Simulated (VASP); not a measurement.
Computed with PBE GGA, VASP's PBE PAW potentials (set 64) (plane waves; VASP).

VASP ran on this input.

**KPOINTS**
```
Regular mesh
0
Gamma
11 11 11
0 0 0
```

File POSCAR:
```
BP
1
   -0.0000000000     2.2731297701     2.2731297701
    2.2731297701    -0.0000000000     2.2731297701
    2.2731297701     2.2731297701    -0.0000000000
B P
1 1
Direct
  0.0000000000   0.0000000000   0.0000000000
  0.7500000000   0.7500000000   0.7500000000
```

INCAR:
```
SYSTEM  =  BP
PREC  =  Normal; ENCUT  =  450; LREAL  =  F
LASPH  =  T
EDIFF  =  1E-5; NELM  =  100; NELMIN  =  4
ALGO  =  Fast
ISMEAR  =  0; SIGMA  =  0.05
GGA  =  PE
IBRION  =  2; NSW  =  20; ISIF  =  2
EDIFFG  =  -0.03
LWAVE  =  F; LCHARG  =  F
```

POTCAR, in this order: B P (PBE.64 set). Program: vasp_std.

The resulting files:

File OUTCAR:
```
 ion  position               nearest neighbor table
   1  0.000  0.000  0.000-   2 1.97   2 1.97   2 1.97   2 1.97
   2  0.750  0.750  0.750-   1 1.97   1 1.97   1 1.97   1 1.97
  LATTYP: Found a face centered cubic cell.
 ALAT       =     4.5462595402
 Subroutine PRICEL returns:
 Original cell was already a primitive cell.
 Subroutine GETGRP returns: Found 24 space group operations
The static configuration has the point symmetry T_d .
The dynamic configuration has the point symmetry T_d .
 Subroutine INISYM returns: Found 24 space group operations
 Subroutine IBZKPT returns following result:
 Found     56 irreducible k-points:

 Following reciprocal coordinates:
            Coordinates               Weight
  0.000000  0.000000  0.000000      1.000000
  0.090909  0.000000  0.000000      8.000000
  0.181818  0.000000  0.000000      8.000000
  0.272727  0.000000  0.000000      8.000000
  0.363636  0.000000  0.000000      8.000000
  0.454545  0.000000  0.000000      8.000000
  0.090909  0.090909  0.000000      6.000000
  0.181818  0.090909  0.000000     24.000000
  0.272727  0.090909  0.000000     24.000000
...
```

File OSZICAR:
```
       N       E                     dE             d eps       ncg     rms          rms(c)
DAV:   1     0.764164258150E+01    0.76416E+01   -0.38686E+03   904   0.812E+02
DAV:   2    -0.133798614685E+02   -0.21022E+02   -0.20053E+02  1432   0.103E+02
DAV:   3    -0.136257258812E+02   -0.24586E+00   -0.24586E+00  1080   0.143E+01
DAV:   4    -0.136263235693E+02   -0.59769E-03   -0.59769E-03  1368   0.679E-01
DAV:   5    -0.136263241876E+02   -0.61835E-06   -0.61835E-06  1112   0.155E-02    0.715E+00
RMM:   6    -0.130231470272E+02    0.60318E+00   -0.55215E-01   896   0.526E+00    0.378E+00
RMM:   7    -0.129382306841E+02    0.84916E-01   -0.24335E-01   896   0.348E+00    0.131E+00
RMM:   8    -0.129306908744E+02    0.75398E-02   -0.28884E-02   896   0.157E+00    0.194E-01
RMM:   9    -0.129303934602E+02    0.29741E-03   -0.43080E-03   896   0.577E-01    0.624E-02
RMM:  10    -0.129305129007E+02   -0.11944E-03   -0.68773E-04   896   0.252E-01    0.440E-02
RMM:  11    -0.129305105916E+02    0.23091E-05   -0.11707E-04   896   0.106E-01    0.270E-02
RMM:  12    -0.129305156497E+02   -0.50581E-05   -0.21950E-05   718   0.459E-02
   1 F= -.12930516E+02 E0= -.12930516E+02  d E =-.129305E+02
```

OUTCAR:
```
------------------------ aborting loop because EDIFF is reached ----------------------------------------
  FORCE on cell =-STRESS in cart. coord.  units (eV):
  Direction    XX          YY          ZZ          XY          YZ          ZX
  --------------------------------------------------------------------------------------
  Total        0.0054572      0.0054572      0.0054572     -0.0000000     -0.0000000      0.0000000
  in kB        0.3722018      0.3722018      0.3722018     -0.0000000     -0.0000000      0.0000000
  external PRESSURE =       0.3722018 kB  Pullay stress =       0.0000000 kB
  volume of cell :       23.49
      direct lattice vectors                 reciprocal lattice vectors
     0.000000000  2.273129770  2.273129770    -0.219961045  0.219961045  0.219961045
     2.273129770  0.000000000  2.273129770     0.219961045 -0.219961045  0.219961045
     2.273129770  2.273129770  0.000000000     0.219961045  0.219961045 -0.219961045
  FREE ENERGIE OF THE ION-ELECTRON SYSTEM (eV)
  ---------------------------------------------------
  free  energy   TOTEN  =       -12.9305156497 eV

  energy  without entropy=      -12.9305156497  energy(sigma->0) =      -12.93051565

 reached required accuracy - stopping structural energy minimisation
```
(Selected blocks of OUTCAR.)

**OUTCAR**
```
 val. band max:        7.3676288792   @ k =   0.0000   0.0000   0.0000

 cond. band min:       8.6471694743   @ k =   0.4545   0.4545   0.0000


 Fermi energy:         7.5747017050

 k-point     1 :       0.0000    0.0000    0.0000
  band No.  band energies     occupation
      1      -8.0438      2.00000
      2       7.3676      2.00000
      3       7.3676      2.00000
      4       7.3676      2.00000
      5      10.7610      0.00000
      6      10.7610      0.00000
      7      10.7610      0.00000
      8      14.6592      0.00000

 k-point     2 :       0.0909    0.0000    0.0000
  band No.  band energies     occupation
      1      -7.8955      2.00000
      2       6.2585      2.00000
      3       7.1193      2.00000
      4       7.1193      2.00000
      5      11.1048      0.00000
      6      11.1048      0.00000
      7      11.1489      0.00000
      8      15.0984      0.00000

 k-point     3 :       0.1818    0.0000    0.0000
  band No.  band energies     occupation
      1      -7.4551      2.00000
      2       4.1755      2.00000
      3       6.6194      2.00000
      4       6.6194      2.00000
      5      11.3786      0.00000
      6      11.7684      0.00000
      7      11.7684      0.00000
      8      16.1509      0.00000

 k-point     4 :       0.2727    0.0000    0.0000
  band No.  band energies     occupation
      1      -6.7414      2.00000
      2       2.0069      2.00000
      3       6.1477      2.00000
      4       6.1477      2.00000
      5      11.3163      0.00000
      6      12.1804      0.00000
      7      12.1804      0.00000
      8      17.1273      0.00000

 k-point     5 :       0.3636    0.0000    0.0000
  band No.  band energies     occupation
      1      -5.8128      2.00000
      2       0.0442      2.00000
      3       5.8105      2.00000
      4       5.8105      2.00000
      5      11.1995      0.00000
      6      12.1946      0.00000
      7      12.1946      0.00000
...
```

At this cut-off the stress carries a Pulay error, which pulls relaxed volumes low.

The compound is BP in the zinc blende structure. It was relaxed first.
